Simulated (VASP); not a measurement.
An input for Ansatz (written as the equivalent of a VASP run, and not itself run):

Ansatz 0.2 input:
```yaml
crystal:
  lattice:
    - [0.0000000, 2.3900000, 2.3900000]
    - [2.3900000, 0.0000000, 2.3900000]
    - [2.3900000, 2.3900000, 0.0000000]
  atoms:
    - { symbol: B, position: [-0.0146444, 0.0146444, 0.0355649] }
    - { symbol: As, position: [0.2500000, 0.2500000, 0.2500000] }
kpoints:
  mp_grid: { grid: [7, 7, 7] }
hamiltonian:
  xc: pbe
  pseudopotentials: { kind: paw }
scf:
  occupations: { method: gaussian, width: 0.05 }
  max_iter: 100
relax:
  max_steps: 40
  f_tol: 0.001
  cell: {}
output: { forces: true, stress: true, eigenvalues: true }
```

Translate this input to VASP (INCAR, KPOINTS, POSCAR, choice of POTCAR).

Several could match; the one computed here: 
INCAR:
```
ALGO  =  Normal
EDIFF  =  1E-7
EDIFFG  =  -0.001
ENCUT  =  520
GGA  =  PE
IBRION  =  2
ISIF  =  3
ISMEAR  =  0
LASPH  =  T
LCHARG  =  F
LMAXMIX  =  4
LREAL  =  F
LWAVE  =  F
NELM  =  100
NSW  =  40
PREC  =  Accurate
SIGMA  =  0.05
SYSTEM  =  BAs
```

POSCAR:
```
BAs
1
    0.0000000000     2.3900000000     2.3900000000
    2.3900000000     0.0000000000     2.3900000000
    2.3900000000     2.3900000000     0.0000000000
B As
1 1
Direct
 -0.0146443515   0.0146443515   0.0355648536
  0.2500000000   0.2500000000   0.2500000000
```

**KPOINTS**
```
Automatic mesh
0
Gamma
7 7 7
0 0 0
```

POTCAR, in this order: B As (PBE.64 set). Program: vasp_std.

What does not carry over: each code has its own PAW files, so the cut-off isn't converted (ENCUT is set for VASP's; basis.ecutwfc is left out, and Ansatz then takes the one that its files recommend); Ansatz stops its SCF on the density residual and VASP on the energy change (EDIFF).

The compound is BAs in the zinc blende structure. In the starting cell atoms are displaced from their ideal sites. This run relaxes it.
